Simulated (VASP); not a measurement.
Computed with SCAN meta-GGA, VASP's PBE PAW potentials (set 64) (plane waves; VASP 6.6.1).

VASP ran on this input.

File POSCAR:
```
GaN
1
    1.5950000000    -2.7626210000     0.0000000000
    1.5950000000     2.7626210000     0.0000000000
    0.0000000000     0.0000000000     5.1900000000
Ga N
2 2
Direct
  0.6666670000   0.3333330000   0.5000000000
  0.3333330000   0.6666670000   0.0000000000
  0.6666670000   0.3333330000   0.8770000000
  0.3333330000   0.6666670000   0.3770000000
```

### INCAR
```
SIGMA = 0.05
EDIFF = 1E-6
PREC = Accurate
ENCUT = 520
IBRION = 2   # conjugate gradients
LMAXMIX = 4   # l cut-off of mixed one-centre charges
NELM = 100   # most electronic steps
EDIFFG = -0.01
ISIF = 3
LCHARG = .FALSE.
LWAVE = .FALSE.
LMIXTAU = .TRUE.
METAGGA = SCAN
ISMEAR = 0   # Gaussian
ALGO = Normal
NSW = 60
SYSTEM = GaN
LREAL = .FALSE.   # projection in real space or not
LASPH = .TRUE.   # aspherical one-centre terms
```

**KPOINTS**
```
Automatic mesh
0
Gamma
9 9 5
0 0 0
```

POTCAR, in this order: Ga_d N (PBE.64 set). Program: vasp_std.

The run wrote:

**OSZICAR**
```
       N       E                     dE             d eps       ncg     rms          rms(c)
DAV:   1     0.251026743190E+03    0.25103E+03   -0.18902E+04  1676   0.315E+03
DAV:   2    -0.284187938854E+02   -0.27945E+03   -0.27087E+03  1798   0.547E+02
DAV:   3    -0.621857971244E+02   -0.33767E+02   -0.33502E+02  1794   0.158E+02
DAV:   4    -0.636814483939E+02   -0.14957E+01   -0.14912E+01  2290   0.344E+01
DAV:   5    -0.637006667887E+02   -0.19218E-01   -0.19214E-01  1724   0.376E+00    0.101E+01
DAV:   6    -0.534113512076E+02    0.10289E+02   -0.14210E+01  2868   0.659E+01    0.297E+00
DAV:   7    -0.531728501551E+02    0.23850E+00   -0.18886E+00  1792   0.148E+01    0.245E+00
DAV:   8    -0.550183222517E+02   -0.18455E+01   -0.12592E+00  2104   0.932E+00    0.162E+00
DAV:   9    -0.534652124499E+02    0.15531E+01   -0.64421E-01  1664   0.647E+00    0.595E-01
DAV:  10    -0.537518166194E+02   -0.28660E+00   -0.17634E-01  1760   0.488E+00    0.411E-01
DAV:  11    -0.537821596616E+02   -0.30343E-01   -0.73136E-02  1596   0.325E+00    0.141E-01
DAV:  12    -0.537805672580E+02    0.15924E-02   -0.30339E-02  1862   0.238E+00    0.906E-02
DAV:  13    -0.537829164481E+02   -0.23492E-02   -0.55371E-03  2016   0.966E-01    0.949E-02
DAV:  14    -0.537929431198E+02   -0.10027E-01   -0.58159E-03  1592   0.101E+00    0.411E-02
DAV:  15    -0.537922551285E+02    0.68799E-03   -0.82893E-04  2226   0.381E-01    0.171E-02
DAV:  16    -0.537922196783E+02    0.35450E-04   -0.91104E-05  1922   0.842E-02    0.106E-02
DAV:  17    -0.537925188220E+02   -0.29914E-03   -0.93990E-05  1614   0.122E-01    0.986E-03
DAV:  18    -0.537925453044E+02   -0.26482E-04   -0.16130E-05  1644   0.457E-02    0.529E-03
DAV:  19    -0.537925426060E+02    0.26984E-05   -0.24508E-06  1428   0.172E-02    0.269E-03
DAV:  20    -0.537925248225E+02    0.17783E-04   -0.91079E-07  1074   0.115E-02    0.669E-04
DAV:  21    -0.537925204183E+02    0.44042E-05   -0.46561E-07   852   0.740E-03    0.193E-03
DAV:  22    -0.537925181510E+02    0.22674E-05   -0.13281E-07   816   0.540E-03    0.207E-03
DAV:  23    -0.537925173779E+02    0.77303E-06   -0.11017E-07   810   0.363E-03
   1 F= -.53792517E+02 E0= -.53792517E+02  d E =-.537925E+02
       N       E                     dE             d eps       ncg     rms          rms(c)
DAV:   1    -0.538062806699E+02   -0.13763E-01   -0.21577E-01  1898   0.105E+01    0.732E-01
DAV:   2    -0.537963747561E+02    0.99059E-02   -0.29869E-02  2248   0.408E+00    0.363E-01
DAV:   3    -0.537925664681E+02    0.38083E-02   -0.65941E-03  2496   0.196E+00    0.697E-02
DAV:   4    -0.537930097451E+02   -0.44328E-03   -0.16118E-03  1590   0.403E-01    0.544E-02
DAV:   5    -0.537928530205E+02    0.15672E-03   -0.10947E-04  2338   0.117E-01    0.298E-02
DAV:   6    -0.537928697865E+02   -0.16766E-04   -0.13411E-04  1678   0.160E-01    0.934E-03
DAV:   7    -0.537928668044E+02    0.29821E-05   -0.34412E-05  1604   0.768E-02    0.607E-03
DAV:   8    -0.537928715449E+02   -0.47405E-05   -0.44978E-06  1494   0.263E-02    0.153E-03
DAV:   9    -0.537928631109E+02    0.84340E-05   -0.23523E-06  1304   0.192E-02    0.416E-04
DAV:  10    -0.537928635836E+02   -0.47265E-06   -0.15425E-07  1014   0.663E-03
   2 F= -.53792864E+02 E0= -.53792864E+02  d E =-.346206E-03
       N       E                     dE             d eps       ncg     rms          rms(c)
DAV:   1    -0.537948864815E+02   -0.20234E-02   -0.27092E-02  1904   0.374E+00    0.258E-01
DAV:   2    -0.537935799032E+02    0.13066E-02   -0.36905E-03  2250   0.144E+00    0.128E-01
DAV:   3    -0.537930702897E+02    0.50961E-03   -0.84084E-04  2480   0.708E-01    0.243E-02
DAV:   4    -0.537931033114E+02   -0.33022E-04   -0.21144E-04  1584   0.146E-01    0.198E-02
DAV:   5    -0.537931036845E+02   -0.37310E-06   -0.12303E-05  2320   0.392E-02    0.120E-02
DAV:   6    -0.537930782665E+02    0.25418E-04   -0.17157E-05  1710   0.586E-02    0.325E-03
DAV:   7    -0.537930987026E+02   -0.20436E-04   -0.45290E-06  1516   0.280E-02    0.189E-03
DAV:   8    -0.537930964253E+02    0.22773E-05   -0.52537E-07  1038   0.101E-02    0.562E-04
DAV:   9    -0.537931007013E+02   -0.42760E-05   -0.31950E-07  1020   0.819E-03    0.206E-04
DAV:  10    -0.537931001136E+02    0.58775E-06   -0.38728E-08   804   0.384E-03
   3 F= -.53793100E+02 E0= -.53793100E+02  d E =-.582736E-03
       N       E                     dE             d eps       ncg     rms          rms(c)
DAV:   1    -0.537932914650E+02   -0.19076E-03   -0.27123E-03  1916   0.118E+00    0.815E-02
DAV:   2    -0.537931474270E+02    0.14404E-03   -0.36895E-04  2256   0.454E-01    0.406E-02
DAV:   3    -0.537930928189E+02    0.54608E-04   -0.84308E-05  2468   0.223E-01    0.770E-03
DAV:   4    -0.537930911680E+02    0.16509E-05   -0.20934E-05  1596   0.459E-02    0.628E-03
DAV:   5    -0.537930942108E+02   -0.30428E-05   -0.10218E-06  1104   0.125E-02    0.349E-03
DAV:   6    -0.537930883337E+02    0.58771E-05   -0.15601E-06  1084   0.164E-02    0.804E-04
DAV:   7    -0.537930923678E+02   -0.40341E-05   -0.31132E-07  1020   0.734E-03    0.699E-04
DAV:   8    -0.537930928664E+02   -0.49862E-06   -0.58374E-08   798   0.401E-03
   4 F= -.53793093E+02 E0= -.53793093E+02  d E =-.575489E-03
       N       E                     dE             d eps       ncg     rms          rms(c)
DAV:   1    -0.537931884400E+02   -0.96072E-04   -0.10374E-02  1658   0.839E-01    0.577E-02
DAV:   2    -0.537931696888E+02    0.18751E-04   -0.38428E-04  2024   0.258E-01    0.333E-02
DAV:   3    -0.537931234785E+02    0.46210E-04   -0.68274E-05  2038   0.111E-01    0.597E-03
DAV:   4    -0.537931503125E+02   -0.26834E-04   -0.35527E-05  1584   0.647E-02    0.172E-03
DAV:   5    -0.537931371103E+02    0.13202E-04   -0.67973E-06  1602   0.287E-02    0.125E-03
DAV:   6    -0.537931411999E+02   -0.40897E-05   -0.87884E-07  1128   0.115E-02    0.406E-04
DAV:   7    -0.537931394621E+02    0.17378E-05   -0.26706E-07   930   0.635E-03    0.234E-04
DAV:   8    -0.537931401858E+02   -0.72370E-06   -0.36843E-08   810   0.249E-03
   5 F= -.53793140E+02 E0= -.53793140E+02  d E =-.473193E-04
```

### OUTCAR
```
------------------------ aborting loop because EDIFF is reached ----------------------------------------
  FORCE on cell =-STRESS in cart. coord.  units (eV):
  Direction    XX          YY          ZZ          XY          YZ          ZX
  --------------------------------------------------------------------------------------
  Total        0.0012573      0.0012573      0.0022717      0.0000000      0.0000000      0.0000000
  in kB        0.0442158      0.0442158      0.0798875      0.0000000      0.0000000      0.0000000
  external PRESSURE =       0.0561064 kB  Pullay stress =       0.0000000 kB
  volume of cell :       45.56
      direct lattice vectors                 reciprocal lattice vectors
     1.592004735 -2.757433049  0.000000000     0.314069418 -0.181328065  0.000000000
     1.592004735  2.757433049  0.000000000     0.314069418  0.181328065  0.000000000
     0.000000000  0.000000000  5.189250215     0.000000000  0.000000000  0.192706067
  FREE ENERGIE OF THE ION-ELECTRON SYSTEM (eV)
  ---------------------------------------------------
  free  energy   TOTEN  =       -53.7931401858 eV

  energy  without entropy=      -53.7931401858  energy(sigma->0) =      -53.79314019

 reached required accuracy - stopping structural energy minimisation
```
(Selected blocks of OUTCAR.)

File CONTCAR:
```
GaN
   1.00000000000000
     1.5920047351854987   -2.7574330493735943    0.0000000000000000
     1.5920047351854987    2.7574330493735943    0.0000000000000000
     0.0000000000000000    0.0000000000000000    5.1892502150900048
  Ga              N
     2     2
Direct
     0.6666669999999968    0.3333330000000032    0.5001192118540112
     0.3333330000000032    0.6666669999999968    0.0001192118540112
     0.6666669999999968    0.3333330000000032    0.8768807881459911
     0.3333330000000032    0.6666669999999968    0.3768807881459912
```

The compound is GaN in the wurtzite structure. This run relaxes it. Symmetry was kept, so distortions that lower it aren't found.
